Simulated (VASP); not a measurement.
Energy against volume of SrTe (rock salt). Calculation: PBE0 hybrid, VASP's PBE PAW potentials (set 64) (plane waves; VASP 6.6.1). Run with 520 eV cut-off, 6×6×6 Γ-centred mesh, Gaussian smearing of 0.050 eV, potentials Sr_sv Te.

```
V (Å³/atom)  E (eV/atom)
-----------  -----------
34.595          -4.97249
35.735          -4.99058
36.876          -4.99905
38.016          -4.99934
```

**Question.** Fit these four points and predict the energy of the run at 39.157 Å³/atom.

**Answer.** A cubic in V^(−2/3), the third-order Birch-Murnaghan form, passes through the four points with V0 = 37.48 Å³/atom and B0 = 35 GPa, and gives -4.9927 eV/atom there. The run gave -4.9927 eV/atom, +0.0 meV/atom from the fit; all five points give B0 = 35 GPa.

The compound is SrTe in the rock salt structure. It was relaxed first. The cell's shape comes from a PBE relaxation.
